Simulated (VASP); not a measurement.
# WAu in VASP: the effect of target pressure

The system is WAu.

```
W Au
1.0
     0.00000    2.74798    2.74798
     2.74798    0.00000    2.74798
     2.74798    2.74798    0.00000
W Au
1 1
Cartesian
  0.0000 0.0000 0.0000
  4.1220 4.1220 4.1220
```

The cell was built by a generator and needn't be a form met in nature.

Alike in all runs:

```yaml
Program: VASP 6.6.1
Task: relaxation of cell and atoms
Functional: PBE
Potentials_or_basis: VASP PAW PBE potentials, release 64 (W_sv, Au)
Cutoff: 600 eV
k_mesh: 8 × 8 × 8
Occupations: fermi-dirac, width 0.05 eV
Spin: no spin polarisation
```

Each run relaxes the cell or the atoms first.

```tsv
target pressure	target pressure	relaxed volume (Å³/atom)
0 GPa	-	24.63
2 GPa	2 GPa	24.26
5 GPa	5 GPa	?
10 GPa	10 GPa	23.04
20 GPa	20 GPa	21.90
30 GPa	30 GPa	21.00
```

Q: What does the run with target pressure 5 GPa give?

A: Relaxed volume 23.76 Å³/atom.

Worked out: In Murnaghan's law V^(-B') rises as a straight line in P. The other rows fit best with B' = 4.5, V0 = 24.63 Å³/atom and B0 = 129 GPa, which gives 23.76 Å³/atom at 5 GPa, against the run's 23.76.

Caveats: the cell is relaxed towards a set pressure, so the enthalpy falls and the energy may rise (some runs); the volume moved by over 15 % at a fixed basis, so the end points are rough (some runs).
